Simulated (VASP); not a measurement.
NiAl (CsCl type) relaxed at rising pressure, in one space group throughout; other phases were not tried. The pressures are those reached. Computed with PBEsol GGA, VASP's PBE PAW potentials (set 64) (plane waves; VASP).

```tsv
P (GPa)	V (Å³/atom)	k-mesh
-0.06	11.731	13×13×13
5.01	11.412	13×13×13
10.00	11.137	13×13×13
19.84	10.680	13×13×13
29.81	10.298	13×13×13
```

Task: Fit an equation of state and predict the volume at 45.00 GPa.

Result: Least squares on the third-order Birch-Murnaghan form, P = (3B0/2)(y⁷ − y⁵)[1 + (3/4)(B′ − 4)(y² − 1)] with y = (V0/V)^(1/3), gives V0 = 11.727 Å³/atom, B0 = 174 GPa and B′ = 4.3, and so 9.823 Å³/atom. The run gave 9.823 Å³/atom, -0.0 % from the fit.

Pressures at which the relaxation failed are left out.

The compound is NiAl in the CsCl type structure. The run is not spin-polarised, so no magnetic state was tried. The electron count is odd and the run is not spin-polarised, which forces a metal.
